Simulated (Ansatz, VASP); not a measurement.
## Tl (ladder Tl chain) in two plane-wave programs

One calculation is typed for both programs; each brings its own data sets. How far apart do they land? The structure shown is the start of the Ansatz relaxation below; VASP solves that cell, so the two are compared at the walk's first step.

Main program and level: Ansatz 0.2.0; plane waves, with VASP 6.6.1 beside it; single point at PBE, single point at LDA and single point at PBEsol.

### 1. The starting structure

The cell holds 2 atoms: 2 Tl. Cell: a = 9.000 Å, b = 7.500 Å, c = 2.838 Å, α = 90.0°, β = 90.0°, γ = 90.0°. Vacuum lies along a and b. The structure's axis is c.

### 2. Ansatz: relaxation, PBE

Ansatz runs on its default PAW (the set named soft_2) files.

The two programs are compared at the cell with which this relaxation starts, whose forces are those of its first step.

input.yaml

```yaml
crystal:
  lattice:
    - [9.0, 0.0, 0.0]
    - [0.0, 7.5, 0.0]
    - [0.0, 0.0, 2.83765]
  atoms:
    - { symbol: Tl, position: [0.365311111, 0.5, 0.0] }
    - { symbol: Tl, position: [0.634688889, 0.5, 0.5] }
kpoints:
  mp_grid: { grid: [1, 1, 29] }
scf:
  occupations: { method: fermi_dirac, width: 0.05 }
hamiltonian:
  xc: pbe
relax:
  cell: { fix: [a, b, alpha, beta, gamma] }
  max_steps: 60
```

Started as:

```sh
> ansatz run input.yaml --threads 4 --pin off --max-ram 8192MiB --backend cpu --events-out ev --progress --plain --runs-dir out
```

Numbers of over 12 decimals in the logs are rounded to 6 here.

Output:

```text
Engine: ansatz 0.2.0, x86_64-unknown-linux-gnu
Pseudopotentials: kind: paw
Pseudopotential: Tl, paw, valence charge 13, recommended cutoff 420 eV (normal), Tl.paw.azcp
Functional definition: PBE
  parameter kappa = 0.804
  parameter beta = 0.066725
  exchange = pbe_x(kappa = kappa, mu = beta*pi^2/3)
  correlation = pbe_c(beta = beta)
Crystal: 2 atoms, lattice volume = 191.541 Å³
Basis set: ecut = 420 eV, 3755 PW (Γ), exchange–correlation on 128×108×40 points (8 copies of the dense FFT grid, shifted against one another)
Bands: 17, of which v1, the nominal top of the filled ones, is band 13 counted from 1 (12 counted from 0)
Symmetry: 8 space group operations
Space group: Pmma (ITA 51), of the structure as read, at distance tolerance 5.8e-5 Å
k-points: 15 of 29
Non-local potential: Tl, projectors of the file, l = 0: 2, l = 1: 2, l = 2: 2, l = 3: 1
PAW form: soft (Blöchl's): semilocal exchange-correlation on the pseudo side does not see the compensation charge
PAW one-centre angular grid: Tl, 590 points (default); XC on 64 Gauss nodes
Initial density: superposition of atomic densities (neutral atoms: chi_scale 0, normalization atom), corrected by the library's trained network
Initial wavefunctions: pseudopotential atomic-orbital guess
Functional: x = pbe(κ = 0.804, μ = 0.219515), c = pbe(β = 0.066725)
SCF iter   1: F=—  HF=-22886.450618 eV  |F-HF|=—  |Δ(HF+E_count)|=         —  Δρ=1.36e-3  dr2=7.16e-3  ethr=1.77e-3  ⟨swp⟩=6.4  Hψ=1495  notcnv=0
preconditioner: auto → LDOS  [metal: Δε(μ)=0.015 eV  Ē_g=12.971 eV  σ=0.050 eV  W_gap=0.07  n_scr=20 (ndim 8)  ℏωp=13.7 eV  f_vac=0.573  D(μ)=2.49/eV (n_scr^D=10)  β→1.0]
SCF iter   2: F=—  HF=-22886.453816 eV  |F-HF|=—  |Δ(HF+E_count)|=   3.20e-3  Δρ=5.89e-4  dr2=1.18e-3  ethr=2.75e-5  ⟨swp⟩=3.5  Hψ=639  notcnv=0
SCF iter   3: F=—  HF=-22886.454103 eV  |F-HF|=—  |Δ(HF+E_count)|=   2.87e-4  Δρ=5.28e-4  dr2=9.80e-4  ethr=4.53e-6  ⟨swp⟩=2.0  Hψ=506  notcnv=0
SCF iter   4: F=—  HF=-22886.453875 eV  |F-HF|=—  |Δ(HF+E_count)|=   2.28e-4  Δρ=9.53e-5  dr2=2.30e-5  ethr=3.77e-6  ⟨swp⟩=2.0  Hψ=488  notcnv=0
SCF iter   5: F=—  HF=-22886.453905 eV  |F-HF|=—  |Δ(HF+E_count)|=   2.92e-5  Δρ=2.68e-5  dr2=1.51e-6  ethr=8.85e-8  ⟨swp⟩=2.8  Hψ=477  notcnv=0
SCF iter   6: F=-22886.453905 eV  HF=-22886.453905 eV  |F-HF|=7.25e-8  |Δ(HF+E_count)|=   1.69e-7  Δρ=5.37e-6  dr2=4.81e-8  ethr=3.85e-10  ⟨swp⟩=3.9  Hψ=1191  notcnv=0
SCF 1 converged in 6 iterations: F = -22886.453905 eV  dr2 = 4.81e-8
  greatest PAW one-centre occupation: 0.963 electrons in one spin orbital (limit 2), on the Tl atom at site 1 (counted from 0), in its partial waves of l = 2
relax step   1: F+E_penalty+E_count = -22886.45390474 eV  Δ(F+E_penalty+E_count) = +0.000e0 eV  max|allowed force component| = 2.572e0 eV/Å  Δτ_max = 0.0000 Å  P = +3.411 GPa  Ω = 191.541 Å³  fix = [a, b, alpha, beta, gamma]  reactions: a +4.814, b +0.297 GPa  (6 SCF iters, dr2 threshold 1.00e-7 eV, accepted)
[...]
relax step   2: F+E_penalty+E_count = -22887.10009048 eV  Δ(F+E_penalty+E_count) = -6.462e-1 eV  max|allowed force component| = 6.090e-1 eV/Å  Δτ_max = 0.1940 Å  P = +1.176 GPa  Ω = 194.957 Å³  energy of the carried Pulay correction = -3.217e-4 eV  fix = [a, b, alpha, beta, gamma]  reactions: a +0.767, b +0.274 GPa  (6 SCF iters, dr2 threshold 2.00e-7 eV, accepted)
[...]
relax step   4: F+E_penalty+E_count = -22887.23683414 eV  Δ(F+E_penalty+E_count) = -4.051e-2 eV  max|allowed force component| = 1.196e-1 eV/Å  Δτ_max = 0.0545 Å  P = +0.058 GPa  Ω = 202.995 Å³  energy of the carried Pulay correction = -1.043e-3 eV  fix = [a, b, alpha, beta, gamma]  reactions: a -0.491, b +0.247 GPa  (6 SCF iters, dr2 threshold 2.00e-7 eV, accepted)
[...]
relax step   5: F+E_penalty+E_count = -22887.24722014 eV  Δ(F+E_penalty+E_count) = -1.039e-2 eV  max|allowed force component| = 1.629e-2 eV/Å  Δτ_max = 0.0723 Å  P = -0.191 GPa  Ω = 205.698 Å³  energy of the carried Pulay correction = -1.275e-3 eV  fix = [a, b, alpha, beta, gamma]  reactions: a -0.891, b +0.214 GPa  (6 SCF iters, dr2 threshold 2.00e-7 eV, accepted)
[...]
relax step   6: F+E_penalty+E_count = -22887.24748039 eV  Δ(F+E_penalty+E_count) = -2.603e-4 eV  max|allowed force component| = 3.923e-4 eV/Å  Δτ_max = 0.0078 Å  P = -0.210 GPa  Ω = 206.362 Å³  energy of the carried Pulay correction = -1.331e-3 eV  fix = [a, b, alpha, beta, gamma]  reactions: a -0.832, b +0.215 GPa  (5 SCF iters, dr2 threshold 2.61e-8 eV, accepted)
[...]
relax step   7: F+E_penalty+E_count = -22887.24836355 eV  Δ(F+E_penalty+E_count) = -8.832e-4 eV  max|allowed force component| = 4.184e-4 eV/Å  Δτ_max = 0.0000 Å  P = -0.215 GPa  Ω = 206.362 Å³  fix = [a, b, alpha, beta, gamma]  reactions: a -0.837, b +0.211 GPa  stress off target by 1.87e-2 GPa on what of the cell is left free  SCF on the basis re-selected at this cell (its energy is not comparable with the rows above)  (6 SCF iters)
basis re-selected at this cell: Δ(F+E_penalty+E_count) = -8.832e-4 eV, ΔP = -0.005 GPa vs the last step (what re-selecting the basis moved, of the pressure what is left beyond the Pulay correction that the steps carried, after the strain that the cell walked since its last selection, with what the two solves' SCF thresholds leave and, on support functions, any second-order correction that the steps lacked; it is no measure of the basis error at this ecutwfc). The dense FFT grid was sized anew with the basis: this SCF ran on 64×54×24 points, the steps before it on 64×54×20, so part of this shift can come from that change (see relax.cell in the input reference). [rest of the remark cut]
SCF converged after 6 iterations
Free energy (F): -22887.248364 eV
Harris-Foulkes:  -22887.248364 eV  (|F-HF|=7.28e-12)
Internal energy: -22887.231958 eV  (E = F + TS)
E sigma→0 (E₀):  -22887.240161 eV
Entropy (-TS):   -0.016406 eV (-8.203 meV/atom)
Fermi energy:    0.345162 eV
--- Per-component energies (eV) ---
  E_band       = -247.425601
  E_kinetic    = 664.521493
  E_local      = -4235.221342  (includes V_loc(G=0)·N_el)
  E_nonlocal   = 634.201099
  E_hartree    = 1757.268568
  E_xc         = -459.617021
  E_vxc        = -281.502714  (∫ρ·V_xc dr)
  E_paw        = -20327.304619  (= ΣΔE_a)
  E_vpaw       = -543.961443  (= ΣTr[D̂ρ^β])
  E_aug_tail   = 0.000067  (compensation charges beyond the density's cutoff)
  E_ewald      = -921.080203
  E_smearing   = -0.016406  (= −TS)
  E_closure    = 0.000000  (closes the sum)
  Σ components = -22887.248364   (vs F -22887.248364, Δ=0.00e0)
--- Forces (eV/Å), atoms counted from 1 ---
  atom   1  Tl     0.00041839     0.00000000     0.00000000
  atom   2  Tl    -0.00041839     0.00000000     0.00000000
  max |Σ_I F_I| component: 1.08e-19 eV/Å
--- Stress (GPa, compression-positive) ---
       -0.836547       0.000000       0.000000
        0.000000       0.211035       0.000000
        0.000000       0.000000      -0.018715
  P = ⅓ Tr σ = -0.2147 GPa (-2.147 kbar)
--- Relaxed structure (6 steps of the walk, 6 accepted, 1 SCFs on fresh bases) ---
  F+E_penalty+E_count = -22887.24836355 eV   max|allowed force component| = 4.184e-4 eV/Å   (the final SCF, on the basis selected at the relaxed cell)
  cell:  # Å, volume = 206.3625 Å³
    - [9.0, 0.0, 0.0]
    - [0.0, 7.5, 0.0]
    - [0.0, 0.0, 3.057221]
  atoms:
    - { symbol: Tl, position: [0.324278, 0.5, 0.0] }
    - { symbol: Tl, position: [0.675722, 0.5, 0.5] }
```

The column dr2 measures how far the density is from self-consistency, as an energy; F and HF (Harris–Foulkes) agree once it is small.

### 3. VASP: single point, PBE, start cell

The same cell, functional, mesh and smearing now go to VASP, with its own data sets.

Lines of VASP's logs that name or quote its potential files are left out, and so is its time.

INCAR

```
SYSTEM = Tl
PREC = Accurate
ENCUT = 400
EDIFF = 1E-06
NELM = 120
ISMEAR = -1
SIGMA = 0.05
LREAL = .FALSE.
ALGO = Normal
GGA = PE
NBANDS = 19
LORBIT = 11
LWAVE = .FALSE.
LCHARG = .FALSE.
ISIF = 2
LASPH = .TRUE.
GGA_COMPAT = .FALSE.
KPAR = 2
```

POSCAR

```
Tl
1.0
    9.0000000000      0.0000000000      0.0000000000
    0.0000000000      7.5000000000      0.0000000000
    0.0000000000      0.0000000000      2.8376500000
Tl
2
Direct
    0.3653111111      0.5000000000      0.0000000000
    0.6346888889      0.5000000000      0.5000000000
```

KPOINTS

```
Automatic mesh
0
Gamma
1 1 29
0 0 0
```

The projector-augmented-wave data sets are Tl_d (PBE family, release 64).

Started as:

```sh
> mpirun -np 2 vasp_std
```

Output:

```text
[banner, memory and clock lines left out]
running    2 mpi-ranks, on    1 nodes
 distrk:  each k-point on    1 cores,    2 groups
 distr:  one band on    1 cores,    1 groups

 POSCAR found type information on POSCAR Tl
 POSCAR found :  1 types and       2 ions
 LDA part: xc-table for (Slater+PW92), standard interpolation
 POSCAR, INCAR and KPOINTS ok, starting setup
 FFT: planning ... GRIDC
 FFT: planning ... GRID_SOFT
 FFT: planning ... GRID
 WAVECAR not read
 entering main loop
       N       E                     dE             d eps       ncg     rms          rms(c)
DAV:   1     0.109181704792E+03    0.10918E+03   -0.10695E+04   650   0.879E+02
DAV:   2     0.260884090926E+00   -0.10892E+03   -0.10643E+03   631   0.198E+02
DAV:   3    -0.270483260196E+01   -0.29657E+01   -0.29476E+01   663   0.303E+01
DAV:   4    -0.273999756161E+01   -0.35165E-01   -0.35161E-01   679   0.356E+00
DAV:   5    -0.274168904382E+01   -0.16915E-02   -0.16915E-02   689   0.607E-01    0.637E+00
DAV:   6    -0.264452802495E+01    0.97161E-01   -0.10366E-01   627   0.226E+00    0.374E+00
DAV:   7    -0.260548085425E+01    0.39047E-01   -0.99836E-02   624   0.213E+00    0.355E-01
DAV:   8    -0.260594194139E+01   -0.46109E-03   -0.13722E-02   570   0.711E-01    0.117E-01
DAV:   9    -0.260670485064E+01   -0.76291E-03   -0.99495E-04   576   0.182E-01    0.751E-02
DAV:  10    -0.260725498435E+01   -0.55013E-03   -0.51798E-04   570   0.122E-01    0.267E-02
DAV:  11    -0.260763903182E+01   -0.38405E-03   -0.19624E-04   582   0.534E-02    0.142E-02
DAV:  12    -0.260770967220E+01   -0.70640E-04   -0.31705E-05   576   0.265E-02    0.528E-03
DAV:  13    -0.260773459381E+01   -0.24922E-04   -0.13050E-05   456   0.148E-02    0.169E-03
DAV:  14    -0.260773665196E+01   -0.20582E-05   -0.84078E-07   481   0.436E-03    0.112E-03
DAV:  15    -0.260773721280E+01   -0.56083E-06   -0.27241E-07   454   0.249E-03
   1 F= -.26077372E+01 E0= -.25988455E+01  d E =-.177835E-01
```

Parts of OUTCAR (step 3):

```text
ion  position               nearest neighbor table
   1  0.365  0.500  0.000-   2 2.81   2 2.81
   2  0.635  0.500  0.500-   1 2.81   1 2.81

  LATTYP: Found a simple orthorhombic cell.
 ALAT       =     2.8376500000
 B/A-ratio  =     2.6430320864
 C/A-ratio  =     3.1716385037

 Subroutine GETGRP returns: Found  8 space group operations
 (whereof  4 operations were pure point group operations)

The static configuration has the point symmetry C_2v.
 The point group associated with its full space group is D_2h.

 Found     15 irreducible k-points:

   k-points           NKPTS =     15   k-points in BZ     NKDIM =     15   number of bands    NBANDS=     19

   dimension x,y,z NGX =    60 NGY =   50 NGZ =   20
   dimension x,y,z NGXF=   120 NGYF=  100 NGZF=   40

   ENCUT  =  400.0 eV  29.40 Ry    5.42 a.u.  14.68 12.23  4.63*2*pi/ulx,y,z

   NELECT =      26.0000    total number of electrons

 k-points in reciprocal lattice and weights: Automatic mesh
   0.00000000  0.00000000  0.00000000       0.034
   0.00000000  0.00000000  0.03448276       0.069
   0.00000000  0.00000000  0.06896552       0.069
   0.00000000  0.00000000  0.10344828       0.069
   0.00000000  0.00000000  0.13793103       0.069
   0.00000000  0.00000000  0.17241379       0.069
   0.00000000  0.00000000  0.20689655       0.069
   0.00000000  0.00000000  0.24137931       0.069
   0.00000000  0.00000000  0.27586207       0.069
[...]
0.00000000  0.00000000  0.44827586       0.069
   0.00000000  0.00000000  0.48275862       0.069

 average (electrostatic) potential at core
       1 -90.7466       2 -90.7466

 E-fermi :  -0.7794

 k-point     1 :       0.0000    0.0000    0.0000
  band No.  band energies     occupation
    ...
     10     -11.6966      2.00000
     11     -10.1253      2.00000
     12      -6.5935      2.00000
     13      -1.8449      2.00000
     14      -1.5306      2.00000
     15       0.8375      0.00000
     16       2.1106      0.00000
     17       3.6763      0.00000
     18       3.7232      0.00000
     19       4.4924      0.00000

 k-point     2 :       0.0000    0.0000    0.0345
  band No.  band energies     occupation
    ...
     10     -11.7113      2.00000
     11     -10.1016      2.00000
     12      -6.5732      2.00000
     13      -1.8138      2.00000
     14      -1.4959      2.00000
     15       0.8659      0.00000
     16       2.1319      0.00000
     17       3.7001      0.00000
     18       3.7416      0.00000
     19       4.5134      0.00000

 k-point     3 :       0.0000    0.0000    0.0690
  band No.  band energies     occupation
    ...
     10     -11.7525      2.00000
     11     -10.0316      2.00000
     12      -6.5119      2.00000
     13      -1.7210      2.00000
     14      -1.3927      1.99999
     15       0.9506      0.00000
     16       2.1960      0.00000
     17       3.7717      0.00000
     18       3.7965      0.00000
     19       4.5766      0.00000

  Total        5.7320867      0.3119348      6.1143524      0.0000000      0.0000000      0.0000000
  in kB       47.9469218      2.6092266     51.1444426      0.0000000      0.0000000      0.0000000
  external PRESSURE =      33.9001970 kB  Pullay stress =       0.0000000 kB

  energy-cutoff  :      400.00
  volume of cell :      191.54
      direct lattice vectors                 reciprocal lattice vectors
     9.000000000  0.000000000  0.000000000     0.111111111  0.000000000  0.000000000
     0.000000000  7.500000000  0.000000000     0.000000000  0.133333333  0.000000000
     0.000000000  0.000000000  2.837650000     0.000000000  0.000000000  0.352404278

 POSITION                                       TOTAL-FORCE (eV/Angst)
 -----------------------------------------------------------------------------------
      3.28780      3.75000      0.00000        -2.579038      0.000000      0.000000
      5.71220      3.75000      1.41883         2.579038      0.000000      0.000000
 -----------------------------------------------------------------------------------
    total drift:                                0.000000     -0.000000     -0.000000

  FREE ENERGIE OF THE ION-ELECTRON SYSTEM (eV)
  ---------------------------------------------------
  free  energy   TOTEN  =        -2.6077372128 eV

  energy  without entropy=       -2.5899536970  energy(sigma->0) =       -2.59884545

 total charge
# of ion       s       p       d       tot
------------------------------------------
    1        1.180   0.515   9.643  11.338
    2        1.180   0.515   9.643  11.338
--------------------------------------------------
tot          2.359   1.031  19.285  22.675

[... 3 further parts left out ...]
```

### 4. Comparison

Known differences besides the potentials themselves: the cutoff is 420 eV in Ansatz and 400 eV in VASP. Total energies have different zeros and are not compared.

Forces (eV/Å; atoms numbered as in POSCAR):

| atom | Ansatz x, y, z | VASP x, y, z |
| --- | --- | --- |
| Tl1 | -2.572, 0.000, 0.000 | -2.579, 0.000, 0.000 |
| Tl2 | 2.572, 0.000, 0.000 | 2.579, 0.000, 0.000 |

The forces differ by 3.9 meV/Å r.m.s., which is 0.3 % of the r.m.s. force of 1.489 eV/Å (both taken over all components).

### 5. Ansatz: relaxation, LDA

The two programs are compared at the cell with which this relaxation starts, whose forces are those of its first step.

The structure compared here is the start of the Ansatz relaxation; VASP solves that cell, so the two are compared at the walk's first step.

input.yaml, the sections that differ from step 2:

```yaml
crystal:
  lattice:
    - [9.0, 0.0, 0.0]
    - [0.0, 7.5, 0.0]
    - [0.0, 0.0, 2.83765]
  atoms:
    - { symbol: Tl, position: [0.365311111, 0.5, 0.0], spin: 0.5 }
    - { symbol: Tl, position: [0.634688889, 0.5, 0.5], spin: 0.5 }
magnetization:
  spin_polarized: true
hamiltonian:
  xc: lda
# kpoints, scf, relax: as in step 2
```

Started as:

```sh
> ansatz run input.yaml --threads 4 --pin off --max-ram 8192MiB --backend cpu --events-out ev --progress --plain --runs-dir out
```

Output:

```text
[...]
Crystal: 2 atoms, lattice volume = 191.541 Å³
Basis set: ecut = 420 eV, 3755 PW (Γ)
Bands: 18, of which v1, the nominal top of the filled ones, is band 13 counted from 1 (12 counted from 0)
Symmetry: 8 space group operations
[...]
k-points: 15 of 29
[...]
Starting moments: Σ|m| = 1 μB on 2 of 2 sites
[...]
0.000000       0.000000       0.018559
  P = ⅓ Tr σ = -0.1853 GPa (-1.853 kbar)
--- Relaxed structure (4 steps of the walk, 4 accepted, 1 SCFs on fresh bases) ---
[...]
cell:  # Å, volume = 195.9200 Å³
    - [9.0, 0.0, 0.0]
    - [0.0, 7.5, 0.0]
    - [0.0, 0.0, 2.902518]
  atoms:
    - { symbol: Tl, position: [0.337565, 0.5, 0.0] }
    - { symbol: Tl, position: [0.662435, 0.5, 0.500000] }
[key lines of the parts left out:]
SCF converged after 5 iterations
Magnetization: -0.0000 μB (13.0000 up, 13.0000 down)
Free energy (F): -22291.613112 eV
Fermi energy:    0.102381 eV
```

### 6. VASP: single point, LDA, start cell

The same cell, functional (in two slightly different forms), mesh and smearing now go to VASP, with its own data sets.

INCAR, as its differences from that of step 3:

```diff
@@ -4,3 +4,3 @@
 EDIFF = 1E-06
-NELM = 120
+NELM = 200
 ISMEAR = -1
@@ -9,4 +9,6 @@
 ALGO = Normal
-GGA = PE
-NBANDS = 19
+GGA = CA
+NBANDS = 20
+ISPIN = 2
+MAGMOM = -0 -0
 LORBIT = 11
```

POSCAR is that of step 3.

KPOINTS is that of step 3.

Potentials, in the order of the species: Tl_d (LDA family, release 64).

Started as:

```sh
> mpirun -np 2 vasp_std
```

Output:

```text
[banner, memory and clock lines left out]
running    2 mpi-ranks, on    1 nodes
[...]
LDA part: xc-table for (Slater(with rela. corr.)+CA(PZ))
 , standard interpolation
 POSCAR, INCAR and KPOINTS ok, starting setup
[...]
entering main loop
       N       E                     dE             d eps       ncg     rms          rms(c)
DAV:   1     0.107036628801E+03    0.10704E+03   -0.10602E+04  1352   0.832E+02
DAV:   2    -0.105185155474E+01   -0.10809E+03   -0.10543E+03  1396   0.191E+02
DAV:   3    -0.396972665067E+01   -0.29179E+01   -0.28946E+01  1380   0.292E+01
DAV:   4    -0.400518360776E+01   -0.35457E-01   -0.35453E-01  1472   0.345E+00
[...]
DAV:  15    -0.386000891892E+01   -0.44402E-05   -0.92602E-07  1080   0.249E-03    0.113E-03
DAV:  16    -0.386001075268E+01   -0.18338E-05   -0.48629E-07   992   0.153E-03    0.633E-04
DAV:  17    -0.386001101960E+01   -0.26692E-06   -0.49980E-08   904   0.849E-04
   1 F= -.38600110E+01 E0= -.38511249E+01  d E =-.177722E-01  mag=    -0.0000
```

Parts of OUTCAR (step 6):

```text
  Total        4.2933266      0.2924436      3.4936146      0.0000000      0.0000000      0.0000000
  in kB       35.9121913      2.4461895     29.2228770      0.0000000      0.0000000      0.0000000
  external PRESSURE =      22.5270859 kB  Pullay stress =       0.0000000 kB

 POSITION                                       TOTAL-FORCE (eV/Angst)
 -----------------------------------------------------------------------------------
      3.28780      3.75000      0.00000        -2.003629      0.000000      0.000000
      5.71220      3.75000      1.41883         2.003629      0.000000      0.000000
 -----------------------------------------------------------------------------------
    total drift:                                0.000000     -0.000000     -0.000000

  FREE ENERGIE OF THE ION-ELECTRON SYSTEM (eV)
  ---------------------------------------------------
  free  energy   TOTEN  =        -3.8600110196 eV

  energy  without entropy=       -3.8422388064  energy(sigma->0) =       -3.85112491

 magnetization (x)
# of ion       s       p       d       tot
------------------------------------------
    1       -0.000  -0.000   0.000  -0.000
    2       -0.000  -0.000   0.000  -0.000
--------------------------------------------------
tot         -0.000  -0.000   0.000  -0.000

[... 1 part as in an earlier step ...]

[... 2 further parts left out ...]
[key lines of the parts left out:]
E-fermi :  -1.0905
```

(Part 1 of 2 ends here.)

[Lines on the potential files, build, host, timing and source positions are cut from VASP's logs without a mark.]

[Logs are printed without paths, hosts, clocks, repeated set-up lines and the standing remarks that a program may print on its own settings, such as how far it seeks lower states.]

[Hosts, paths, dates, database ids (printed as entryN), source tags and the programs' standing remarks are cut or masked in the printed files.]
